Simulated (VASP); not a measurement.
Data:

```
CELL_PARAMETERS angstrom
      1.45500    -2.52013     0.00000
      1.45500     2.52013     0.00000
      0.00000     0.00000     2.84000
ATOMIC_POSITIONS crystal
  W  0.00000 0.00000 0.00000
  C  0.33333 0.66667 0.50000
```

Level of theory: PBE GGA, VASP's PBE PAW potentials (set 64) (plane waves; VASP). Run with 520 eV cut-off, 13×13×12 Γ-centred mesh, Gaussian smearing of 0.010 eV, potentials W_sv C.

Problem. Give the stress tensor in GPa (positive for a compressed cell).

Solution. 
```
5.46  0.00  0.00
0.00  5.46  0.00
0.00  0.00  4.48
```
The pressure is its mean diagonal, 5.13 GPa.

The compound is WC in the wc structure. The cell was not relaxed at this level. The run is one of a series of settings (ISMEAR = 0, SIGMA = 0.01 against the base run), some of them coarse on purpose.
